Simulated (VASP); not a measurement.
An input for Ansatz (written as the equivalent of a VASP run, and not itself run):

Ansatz 0.2 input:
```yaml
crystal:
  lattice:
    - [0.0000000, 2.1235892, 2.1235892]
    - [2.1235892, 0.0000000, 2.1235892]
    - [2.1235892, 2.1235892, 0.0000000]
  atoms:
    - { symbol: Si, position: [0.0000000, 0.0000000, 0.0000000] }
    - { symbol: C, position: [0.2500000, 0.2500000, 0.2500000] }
kpoints:
  mp_grid: { grid: [11, 11, 11] }
hamiltonian:
  xc: pbesol
  pseudopotentials: { kind: paw }
scf:
  occupations: { method: gaussian, width: 0.05 }
  max_iter: 100
relax:
  max_steps: 40
  f_tol: 0.02
  cell: { p_target: 20 }
output: { forces: true, stress: true, eigenvalues: true }
```

Task: Translate this input to VASP (INCAR, KPOINTS, POSCAR, choice of POTCAR).

Result: One answer among several that fit: 
INCAR:
```
ISIF = 3   # ions, shape and volume
SYSTEM = SiC
LASPH = .TRUE.   # aspherical one-centre terms
EDIFF = 1E-6
ENCUT = 620
ISMEAR = 0   # Gaussian
GGA = PS
SIGMA = 0.05
PREC = Accurate
NSW = 40
LWAVE = .FALSE.
IBRION = 2
LREAL = .FALSE.   # projection in real space or not
NELM = 100
PSTRESS = 200   # kbar
LCHARG = .FALSE.
EDIFFG = -0.02   # ionic stop
ALGO = Normal
```

File KPOINTS:
```
kpoints
0
Gamma
11 11 11
0 0 0
```

POSCAR:
```
SiC
1
    0.0000000000     2.1235891569     2.1235891569
    2.1235891569     0.0000000000     2.1235891569
    2.1235891569     2.1235891569     0.0000000000
Si C
1 1
Direct
  0.0000000000   0.0000000000   0.0000000000
  0.2500000000   0.2500000000   0.2500000000
```

POTCAR, in this order: Si C (PBE.64 set). Program: vasp_std.

What does not carry over: each code has its own PAW files, so the cut-off isn't converted (ENCUT is set for VASP's; basis.ecutwfc is left out, and Ansatz then takes the one that its files recommend); Ansatz stops its SCF on the density residual and VASP on the energy change (EDIFF).

The structure was generated: SiC was put into the zinc blende type (F-43m), which need not be its known phase. It was relaxed first under an external pressure of 20 GPa.
